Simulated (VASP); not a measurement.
Given:

```
Ag
1.0
    0.00000     1.87855     1.87855
    1.87855     0.00000     1.87855
    1.87855     1.87855     0.00000
Ag
1
Direct
  0.00000   0.00000   0.00000
```

Method: LDA (Ceperley-Alder, Perdew-Zunger), VASP's LDA PAW potentials (set 64) (plane waves; VASP 6.6.1). Run with 500 eV cut-off, 17×17×17 Γ-centred mesh, first-order Methfessel-Paxton smearing of 0.10 eV, potentials Ag.

Q: The ions, cell shape and volume at an external pressure of 45.0 GPa are relaxed. Predict the relaxed structure.

A: 
```
Ag
1.0
    0.00000     1.87738     1.87738
    1.87738     0.00000     1.87738
    1.87738     1.87738     0.00000
Ag
1
Cartesian
  0.00000   0.00000   0.00000
```
Space group Fm-3m (225), at a tolerance of 0.03 Å.

Q: How do energy and volume change from the first to the last step?

A: The energy (σ→0) changes by +6.9 meV/atom and the volume by -0.2 %, in 3 ionic steps.

The compound is Ag in the fcc structure. This run relaxes it under an external pressure of 45 GPa. Symmetry was kept, so distortions that lower it aren't found.
